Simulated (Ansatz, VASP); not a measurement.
## Si3Sn: VASP beside Ansatz

```
Si Sn
1.0
     4.11906    0.00000    0.00000
     0.00000    4.11906    0.00000
     0.00000    0.00000    4.11906
Si Sn
3 1
Cartesian
  0.0000 2.0595 2.0595
  2.0595 0.0000 2.0595
  2.0595 2.0595 0.0000
  0.0000 0.0000 0.0000
```

Alike in both runs: functional LDA; k mesh 6 × 6 × 6; occupations gaussian, width 0.1 eV; no spin polarisation.

Ansatz relaxed the structure, and its values are those at the end. VASP's run is a single point on that final structure, the one shown.

|  | VASP | Ansatz |
| --- | --- | --- |
| version | VASP 6.6.1 | Ansatz 0.2.0 |
| potentials or method | VASP PAW LDA potentials, release 64 (Si, Sn_d) | scalar-relativistic, plane waves, PAW |
| plane-wave cutoff (eV) | 520 | 420 |
| valence electrons in the cell | 26 | 26 |

|  | VASP | Ansatz | Ansatz less VASP |
| --- | --- | --- | --- |
| gap on the k mesh at the Fermi level (eV) | none | none | - |
| pressure (GPa) | 0.3 | 0.3 | -0.03 |

A gap of «none» marks a metal or a gap that the smearing closes.
